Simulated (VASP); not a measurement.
## Vibrations of Bi2Se3 (Paraguanajuatite): a test of the settings

Aim: test the modes of Bi2Se3 (Paraguanajuatite) against the numerical settings. The starting structure is a measured crystal structure from the Crystallography Open Database.

Calculated with VASP 6.6.1; Kohn-Sham DFT with plane waves and PAW; LDA.

### 1. Set-up

The structure is trigonal, space group R-3m (No. 166). The conventional cell has a = 4.143 Å, b = 4.143 Å, c = 28.636 Å, α = 90.00°, β = 90.00°, γ = 120.00°. Nearest to Bi lie 6 Se at 2.85 to 3.07 Å. Se has 3 Bi at 2.85 Å nearest. Nearest to Se lie 6 Bi at 3.07 Å. Farther neighbours and most contacts between anions are not listed.

Coordinates:

```xyz
5
Lattice="-4.1430 0.0000 0.0000 2.0715 -3.5879 0.0000 2.0715 1.1960 9.5453" Properties=species:S:1:pos:R:3 pbc="T T T"
Bi    2.0715   -1.1960    7.6134
Bi   -2.0715   -1.1960    1.9320
Se    0.0000   -2.3920    3.4831
Se    0.0000    0.0000    6.0622
Se    0.0000    0.0000    0.0000
```

### 2. Reference modes

The cell comes from a relaxation at this level, not shown (135.82 Å³).

The input, INCAR:

```
SYSTEM = Bi2Se3
PREC = Accurate
ENCUT = 450
EDIFF = 1E-08
NELM = 100
ISMEAR = 0
SIGMA = 0.03
LREAL = .FALSE.
ALGO = Normal
GGA = CA
NBANDS = 30
LORBIT = 11
LWAVE = .FALSE.
LCHARG = .FALSE.
KPAR = 16
IBRION = 6
NFREE = 2
POTIM = 0.015
NSW = 1
ISIF = 2
```

The input, POSCAR:

```
Bi2Se3
1.0
   -4.1079494959      0.0000000000      0.0000000000
    2.0539747480     -3.5575886209      0.0000000000
    2.0539747480      1.1858628736      9.2937016610
Bi Se
2 3
Direct
    0.1973395392      0.5986697696      0.7960093089
    0.8026604608      0.4013302304      0.2039906911
    0.5818467703      0.7909233852      0.3727701556
    0.4181532297      0.2090766148      0.6272298444
    0.0000000000      0.0000000000      0.0000000000
```

The input, KPOINTS:

```
Automatic mesh
0
Gamma
6 6 6
0 0 0
```

Potentials, in the order of the species: Bi_d and Se (LDA family, release 64).

On the command line:

```bash
$ mpirun -np 16 vasp_std
```

What it wrote:

```text
[banner, memory and clock lines left out]
running   16 mpi-ranks, on    1 nodes
 distrk:  each k-point on    1 cores,   16 groups
 distr:  one band on    1 cores,    1 groups

 POSCAR found type information on POSCAR BiSe
 POSCAR found :  2 types and       5 ions
|                                                                             |
|           W    W    AA    RRRRR   N    N  II  N    N   GGGG   !!!           |
|           W    W   A  A   R    R  NN   N  II  NN   N  G    G  !!!           |
|           W    W  A    A  R    R  N N  N  II  N N  N  G       !!!           |
|           W WW W  AAAAAA  RRRRR   N  N N  II  N  N N  G  GGG   !            |
|           WW  WW  A    A  R   R   N   NN  II  N   NN  G    G                |
|           W    W  A    A  R    R  N    N  II  N    N   GGGG   !!!           |
|                                                                             |
|     For optimal performance we recommend to set                             |
|       NCORE = 2 up to number-of-cores-per-socket                            |
|     NCORE specifies how many cores store one orbital (NPAR=cpu/NCORE).      |
|     This setting can greatly improve the performance of VASP for DFT.       |
|     The default, NCORE=1 might be grossly inefficient on modern             |
|     multi-core architectures or massively parallel machines. Do your        |
|     Unfortunately you need to use the default for GW and RPA                |
|     calculations (for HF NCORE is supported but not extensively tested      |
|     yet).                                                                   |
|                                                                             |

 LDA part: xc-table for (Slater(with rela. corr.)+CA(PZ))
 , standard interpolation
 POSCAR, INCAR and KPOINTS ok, starting setup
 FFT: planning ... GRIDC
 FFT: planning ... GRID_SOFT
 FFT: planning ... GRID
 WAVECAR not read
 entering main loop
       N       E                     dE             d eps       ncg     rms          rms(c)
DAV:   1     0.449378670371E+03    0.44938E+03   -0.21278E+04  1928   0.151E+03
DAV:   2     0.290895434748E+02   -0.42029E+03   -0.40600E+03  1994   0.411E+02
DAV:   3    -0.219328507639E+02   -0.51022E+02   -0.48698E+02  2538   0.152E+02
DAV:   4    -0.240967477736E+02   -0.21639E+01   -0.21380E+01  2210   0.318E+01
DAV:   5    -0.241775263526E+02   -0.80779E-01   -0.80723E-01  2550   0.661E+00    0.546E+00
DAV:   6    -0.234487237016E+02    0.72880E+00   -0.11763E+00  2472   0.758E+00    0.354E+00
DAV:   7    -0.234377124614E+02    0.11011E-01   -0.31629E-01  2154   0.254E+00    0.178E+00
DAV:   8    -0.234349053095E+02    0.28072E-02   -0.48015E-02  2358   0.113E+00    0.502E-01
DAV:   9    -0.234335751484E+02    0.13302E-02   -0.27357E-03  2404   0.453E-01    0.119E-01
DAV:  10    -0.234336030301E+02   -0.27882E-04   -0.14522E-03  2130   0.194E-01    0.468E-02
DAV:  11    -0.234336104011E+02   -0.73710E-05   -0.16020E-04  2286   0.746E-02    0.289E-02
DAV:  12    -0.234336151467E+02   -0.47456E-05   -0.23586E-05  2648   0.258E-02    0.704E-03
DAV:  13    -0.234336149478E+02    0.19889E-06   -0.36765E-06  2334   0.152E-02    0.306E-03
DAV:  14    -0.234336149202E+02    0.27606E-07   -0.43565E-07  1956   0.356E-03    0.107E-03
DAV:  15    -0.234336149196E+02    0.66484E-09   -0.40488E-08  1902   0.146E-03
   1 F= -.23433615E+02 E0= -.23433560E+02  d E =-.110663E-03
[... from here on, the cycles between the ionic steps are left out ...]
   2 F= -.23433275E+02 E0= -.23433220E+02  d E =-.111080E-03
   3 F= -.23433275E+02 E0= -.23433220E+02  d E =-.111095E-03
   4 F= -.23432658E+02 E0= -.23432622E+02  d E =-.723654E-04
   5 F= -.23432648E+02 E0= -.23432605E+02  d E =-.867900E-04
   6 F= -.23433146E+02 E0= -.23433091E+02  d E =-.110610E-03
   7 F= -.23433146E+02 E0= -.23433090E+02  d E =-.110607E-03
   8 F= -.23432912E+02 E0= -.23432868E+02  d E =-.878700E-04
   9 F= -.23432890E+02 E0= -.23432841E+02  d E =-.973445E-04
  10 F= -.23433246E+02 E0= -.23433190E+02  d E =-.110769E-03
  11 F= -.23433246E+02 E0= -.23433190E+02  d E =-.110768E-03
  12 F= -.23433030E+02 E0= -.23432979E+02  d E =-.102099E-03
 Finite differences progress:
  Degree of freedom:   6/  6
  Displacement:        1/  2
  Total:              11/ 12
 bond charge predicted
       N       E                     dE             d eps       ncg     rms          rms(c)
DAV:   1    -0.234315844531E+02    0.14451E-02   -0.74663E-01  1920   0.285E+00    0.237E-01
DAV:   2    -0.234330288273E+02   -0.14444E-02   -0.22308E-02  2442   0.856E-01    0.611E-02
DAV:   3    -0.234330440237E+02   -0.15196E-04   -0.12157E-03  2432   0.343E-01    0.486E-02
DAV:   4    -0.234330349469E+02    0.90768E-05   -0.10916E-04  2356   0.637E-02    0.232E-02
DAV:   5    -0.234330294921E+02    0.54548E-05   -0.21614E-05  2106   0.389E-02    0.669E-03
DAV:   6    -0.234330295622E+02   -0.70083E-07   -0.34829E-06  2444   0.971E-03    0.303E-03
DAV:   7    -0.234330295598E+02    0.23683E-08   -0.53632E-07  2032   0.482E-03    0.118E-03
DAV:   8    -0.234330295533E+02    0.65738E-08   -0.60692E-08  1920   0.149E-03
  13 F= -.23433030E+02 E0= -.23432979E+02  d E =-.102102E-03
 Finite differences progress:
  Degree of freedom:   6/  6
  Displacement:        2/  2
  Total:              12/ 12
```

Elapsed: 1.9 min, on 16 MPI ranks of Intel Xeon 6975P-C (Granite Rapids), shared host; peak memory 10 GiB; 24 min of CPU time.

Lines that name or quote the potential files are left out of all logs, and their timing lines are given in words.

OUTCAR, selected parts (step 2):

```text
ion  position               nearest neighbor table
   1  0.197  0.599  0.796-   4 2.84   4 2.84   4 2.84   5 3.04   5 3.04   5 3.04
   2  0.803  0.401  0.204-   3 2.84   3 2.84   3 2.84   5 3.04   5 3.04   5 3.04
   3  0.582  0.791  0.373-   2 2.84   2 2.84   2 2.84
   4  0.418  0.209  0.627-   1 2.84   1 2.84   1 2.84
   5  0.000  0.000  0.000-   1 3.04   2 3.04   2 3.04   1 3.04   2 3.04   1 3.04

  LATTYP: Found a trigonal (rhomboedric) cell.
 ALAT       =     9.5915574118
 COS(alpha) =     0.9082846697

 Subroutine GETGRP returns: Found 12 space group operations
 (whereof 12 operations were pure point group operations)

The static configuration has the point symmetry D_3d.

 Found     32 irreducible k-points:

   k-points           NKPTS =     32   k-points in BZ     NKDIM =     32   number of bands    NBANDS=     30

   dimension x,y,z NGX =    28 NGY =   28 NGZ =   70
   dimension x,y,z NGXF=    56 NGYF=   56 NGZF=  140

   ENCUT  =  450.0 eV  33.07 Ry    5.75 a.u.   7.11  7.11 16.59*2*pi/ulx,y,z

   NELECT =      48.0000    total number of electrons

 k-points in reciprocal lattice and weights: Automatic mesh
   0.00000000  0.00000000  0.00000000       0.005
   0.16666667  0.00000000 -0.00000000       0.028
   0.33333333  0.00000000  0.00000000       0.028
   0.50000000  0.00000000  0.00000000       0.014
   0.00000000  0.16666667  0.00000000       0.028
   0.16666667  0.16666667 -0.00000000       0.056
   0.33333333  0.16666667  0.00000000       0.056
   0.00000000  0.33333333  0.00000000       0.028
   0.16666667  0.33333333  0.00000000       0.056
[...]
0.16666667  0.16666667  0.33333333       0.028
   0.00000000  0.00000000  0.50000000       0.005

 average (electrostatic) potential at core
       1-105.8555       2-105.8805       3 -58.9637       4 -58.9242       5 -58.8117

 E-fermi :   5.4594

 k-point     1 :       0.0000    0.0000    0.0000
  band No.  band energies     occupation
    ...
     20       3.3975      2.00000
     21       3.3975      2.00000
     22       4.1315      2.00000
     23       4.1315      2.00000
     24       5.4397      1.64541
     25       5.4790      0.35459
     26       6.5912      0.00000
     27       6.5912      0.00000
     28       7.4841      0.00000
     29       8.1092      0.00000
    ...

 k-point     2 :       0.1667    0.0000   -0.0000
  band No.  band energies     occupation
    ...
     20       3.5226      2.00000
     21       3.6619      2.00000
     22       3.8511      2.00000
     23       4.4219      2.00000
     24       4.7724      2.00000
     25       6.6355      0.00000
     26       6.8986      0.00000
     27       7.2126      0.00000
     28       7.7058      0.00000
     29       8.2750      0.00000
    ...

 k-point     3 :       0.3333    0.0000    0.0000
  band No.  band energies     occupation
    ...
     20       2.9284      2.00000
     21       3.0179      2.00000
     22       3.6479      2.00000
     23       3.7085      2.00000
     24       3.8654      2.00000
     25       7.0400      0.00000
     26       7.8352      0.00000
     27       8.1751      0.00000
     28       8.3103      0.00000
     29       8.6173      0.00000
    ...

  Total       -0.0015460     -0.0015460     -0.0027490      0.0000000      0.0000000     -0.0000000
  in kB       -0.0182374     -0.0182374     -0.0324277      0.0000000      0.0000000     -0.0000000
  external PRESSURE =      -0.0229675 kB  Pullay stress =       0.0000000 kB

  energy-cutoff  :      450.00
  volume of cell :      135.82
      direct lattice vectors                 reciprocal lattice vectors
    -4.107949496  0.000000000  0.000000000    -0.243430451 -0.140544637  0.071733168
     2.053974748 -3.557588621  0.000000000     0.000000000 -0.281089273  0.035866584
     2.053974748  1.185862874  9.293701661     0.000000000  0.000000000  0.107599753

 POSITION                                       TOTAL-FORCE (eV/Angst)
 -----------------------------------------------------------------------------------
      2.05397     -1.18586      7.39787        -0.000000      0.000000     -0.024158
     -2.05397     -1.18586      1.89583        -0.000000      0.000000     -0.023379
      0.00000     -2.37173      3.46441        -0.000000      0.000000     -0.014521
     -0.00000     -0.00000      5.82929        -0.000000      0.000000     -0.015915
      0.00000      0.00000     -0.01500         0.000000     -0.000000      0.077973
 -----------------------------------------------------------------------------------
    total drift:                               -0.000001     -0.000001     -0.000004

  FREE ENERGIE OF THE ION-ELECTRON SYSTEM (eV)
  ---------------------------------------------------
  free  energy   TOTEN  =       -23.4330295533 eV

  energy  without entropy=      -23.4329274514  energy(sigma->0) =      -23.43297850

 Eigenvectors and eigenvalues of the dynamical matrix
 ----------------------------------------------------

   1 f  =    5.415717 THz    34.027954 2PiTHz  180.648878 cm-1    22.397596 meV
             X         Y         Z           dx          dy          dz
      2.053975 -1.185863  7.397873    -0.000000    0.000000   -0.395679
     -2.053975 -1.185863  1.895829     0.000000   -0.000000    0.395679
      0.000000 -2.371726  3.464415    -0.000000    0.000000   -0.586036
     -0.000000 -0.000000  5.829287     0.000000   -0.000000    0.586036
      0.000000  0.000000  0.000000    -0.000000    0.000000   -0.000000

   2 f  =    4.784492 THz    30.061849 2PiTHz  159.593470 cm-1    19.787060 meV
             X         Y         Z           dx          dy          dz
      2.053975 -1.185863  7.397873     0.000000   -0.000000    0.280274
     -2.053975 -1.185863  1.895829     0.000000   -0.000000    0.280274
      0.000000 -2.371726  3.464415    -0.000000    0.000000   -0.610551
     -0.000000 -0.000000  5.829287    -0.000000    0.000000   -0.610551
      0.000000  0.000000  0.000000     0.000000   -0.000000    0.312007

   3 f  =    4.260722 THz    26.770907 2PiTHz  142.122393 cm-1    17.620923 meV
             X         Y         Z           dx          dy          dz
      2.053975 -1.185863  7.397873     0.224106   -0.173698   -0.000000
     -2.053975 -1.185863  1.895829    -0.224106    0.173698    0.000000
      0.000000 -2.371726  3.464415     0.511990   -0.396827   -0.000000
     -0.000000 -0.000000  5.829287    -0.511990    0.396827    0.000000
      0.000000  0.000000  0.000000    -0.000000   -0.000000    0.000000

   4 f  =    4.260722 THz    26.770907 2PiTHz  142.122393 cm-1    17.620923 meV
             X         Y         Z           dx          dy          dz
      2.053975 -1.185863  7.397873    -0.173698   -0.224106    0.000000
     -2.053975 -1.185863  1.895829     0.173698    0.224106   -0.000000
      0.000000 -2.371726  3.464415    -0.396827   -0.511990    0.000000
     -0.000000 -0.000000  5.829287     0.396827    0.511990   -0.000000
      0.000000  0.000000  0.000000    -0.000000   -0.000000    0.000000

   5 f  =    4.213699 THz    26.475449 2PiTHz  140.553854 cm-1    17.426449 meV
             X         Y         Z           dx          dy          dz
      2.053975 -1.185863  7.397873    -0.000000    0.000000    0.321156
     -2.053975 -1.185863  1.895829    -0.000000    0.000000    0.321156
      0.000000 -2.371726  3.464415     0.000000   -0.000000   -0.078440
     -0.000000 -0.000000  5.829287     0.000000   -0.000000   -0.078440
      0.000000  0.000000  0.000000    -0.000000    0.000000   -0.883975

   6 f  =    4.038104 THz    25.372153 2PiTHz  134.696635 cm-1    16.700247 meV
             X         Y         Z           dx          dy          dz
      2.053975 -1.185863  7.397873    -0.090935    0.070480   -0.000000
     -2.053975 -1.185863  1.895829    -0.090935    0.070480   -0.000000
      0.000000 -2.371726  3.464415     0.409499   -0.317388   -0.000000
     -0.000000 -0.000000  5.829287     0.409499   -0.317388   -0.000000
      0.000000  0.000000  0.000000    -0.522302    0.404817    0.000000

   7 f  =    4.038104 THz    25.372153 2PiTHz  134.696635 cm-1    16.700247 meV
             X         Y         Z           dx          dy          dz
      2.053975 -1.185863  7.397873     0.070480    0.090935    0.000000
     -2.053975 -1.185863  1.895829     0.070480    0.090935    0.000000
      0.000000 -2.371726  3.464415    -0.317388   -0.409499    0.000000
     -0.000000 -0.000000  5.829287    -0.317388   -0.409499    0.000000
      0.000000  0.000000  0.000000     0.404817    0.522302   -0.000000

   8 f  =    2.617838 THz    16.448362 2PiTHz   87.321678 cm-1    10.826503 meV
             X         Y         Z           dx          dy          dz
      2.053975 -1.185863  7.397873    -0.323199    0.250490    0.000000
     -2.053975 -1.185863  1.895829    -0.323199    0.250490    0.000000
      0.000000 -2.371726  3.464415     0.263712   -0.204385   -0.000000
     -0.000000 -0.000000  5.829287     0.263712   -0.204385   -0.000000
      0.000000  0.000000  0.000000     0.526055   -0.407709   -0.000000

   9 f  =    2.617838 THz    16.448362 2PiTHz   87.321678 cm-1    10.826503 meV
             X         Y         Z           dx          dy          dz
      2.053975 -1.185863  7.397873    -0.250490   -0.323199    0.000000
     -2.053975 -1.185863  1.895829    -0.250490   -0.323199    0.000000
      0.000000 -2.371726  3.464415     0.204385    0.263712   -0.000000
     -0.000000 -0.000000  5.829287     0.204385    0.263712   -0.000000
      0.000000  0.000000  0.000000     0.407709    0.526055   -0.000000

  10 f  =    2.257862 THz    14.186563 2PiTHz   75.314154 cm-1     9.337761 meV
             X         Y         Z           dx          dy          dz
      2.053975 -1.185863  7.397873    -0.000000    0.000000   -0.586036
     -2.053975 -1.185863  1.895829     0.000000   -0.000000    0.586036
      0.000000 -2.371726  3.464415     0.000000   -0.000000    0.395679
     -0.000000 -0.000000  5.829287    -0.000000    0.000000   -0.395679
      0.000000  0.000000  0.000000     0.000000    0.000000   -0.000000

  11 f  =    1.312228 THz     8.244970 2PiTHz   43.771204 cm-1     5.426935 meV
             X         Y         Z           dx          dy          dz
      2.053975 -1.185863  7.397873     0.511995   -0.396820   -0.000000
     -2.053975 -1.185863  1.895829    -0.511995    0.396820    0.000000
      0.000000 -2.371726  3.464415    -0.224109    0.173695    0.000000
     -0.000000 -0.000000  5.829287     0.224109   -0.173695   -0.000000
      0.000000  0.000000  0.000000     0.000000    0.000000   -0.000000

  12 f  =    1.312228 THz     8.244970 2PiTHz   43.771204 cm-1     5.426935 meV
             X         Y         Z           dx          dy          dz
      2.053975 -1.185863  7.397873     0.396820    0.511995   -0.000000
     -2.053975 -1.185863  1.895829    -0.396820   -0.511995    0.000000
      0.000000 -2.371726  3.464415    -0.173695   -0.224109    0.000000
     -0.000000 -0.000000  5.829287     0.173695    0.224109   -0.000000
      0.000000  0.000000  0.000000     0.000000    0.000000    0.000000

  13 f/i=    0.002607 THz     0.016383 2PiTHz    0.086977 cm-1     0.010784 meV
             X         Y         Z           dx          dy          dz
      2.053975 -1.185863  7.397873     0.253327    0.505357   -0.000000
     -2.053975 -1.185863  1.895829     0.253327    0.505357   -0.000000
      0.000000 -2.371726  3.464415     0.155404    0.310013   -0.000000
     -0.000000 -0.000000  5.829287     0.155404    0.310013   -0.000000
      0.000000  0.000000  0.000000     0.155471    0.310147   -0.000000

  14 f/i=    0.002607 THz     0.016383 2PiTHz    0.086977 cm-1     0.010784 meV
             X         Y         Z           dx          dy          dz
      2.053975 -1.185863  7.397873    -0.505357    0.253327   -0.000000
     -2.053975 -1.185863  1.895829    -0.505357    0.253327   -0.000000
      0.000000 -2.371726  3.464415    -0.310013    0.155404   -0.000000
     -0.000000 -0.000000  5.829287    -0.310013    0.155404   -0.000000
      0.000000  0.000000  0.000000    -0.310147    0.155471   -0.000000

  15 f/i=    0.007625 THz     0.047908 2PiTHz    0.254338 cm-1     0.031534 meV
             X         Y         Z           dx          dy          dz
      2.053975 -1.185863  7.397873     0.000000    0.000000    0.564185
     -2.053975 -1.185863  1.895829     0.000000    0.000000    0.564185
      0.000000 -2.371726  3.464415     0.000000    0.000000    0.347959
     -0.000000 -0.000000  5.829287     0.000000    0.000000    0.347959
      0.000000  0.000000  0.000000     0.000000    0.000000    0.348195

 ELASTIC MODULI CONTR FROM IONIC RELAXATION (kBar)
 Direction    XX          YY          ZZ          XY          YZ          ZX
 --------------------------------------------------------------------------------
 XX        -230.0178    -67.0738   -245.4733      0.0000    161.5420     -0.0000
 YY         -67.0738   -230.0178   -245.4733      0.0000   -161.5420      0.0000
 ZZ        -245.4733   -245.4733   -424.9104      0.0000      0.0000     -0.0000
 XY           0.0000      0.0000      0.0000    -81.4720     -0.0000    161.5418
 YZ         161.5420   -161.5420      0.0000     -0.0000   -320.4448      0.0000
 ZX          -0.0000      0.0000     -0.0000    161.5418      0.0000   -320.4442
 --------------------------------------------------------------------------------

 total charge
# of ion       s       p       d       tot
------------------------------------------
    1        1.616   1.105   9.962  12.684
    2        1.616   1.105   9.962  12.684
    3        1.500   2.253   0.026   3.779
    4        1.500   2.253   0.026   3.779
    5        1.481   2.321   0.024   3.826
--------------------------------------------------
tot          7.713   9.038  20.001  36.753

[... 3 further parts left out ...]
```

The last energy, forces, stress and levels in OUTCAR belong to the last displaced cell, not to the cell of POSCAR.

Reference: the zone-centre modes are A1g (2) 180.6, A2u (2) 159.6, Eg (2) 142.1, A2u (1) 140.6, Eu (2) 134.7, Eu (1) 87.3, A1g (1) 75.3, Eg (1) 43.8 cm⁻¹.

(Continued in part 2 of 2.)

[Lines on the potential files, build, host, timing and source positions are cut from VASP's logs without a mark.]

[Logs are printed without paths, hosts, clocks, repeated set-up lines and the standing remarks that a program may print on its own settings, such as how far it seeks lower states.]

[Hosts, paths, dates, database ids (printed as entryN), source tags and the programs' standing remarks are cut or masked in the printed files.]
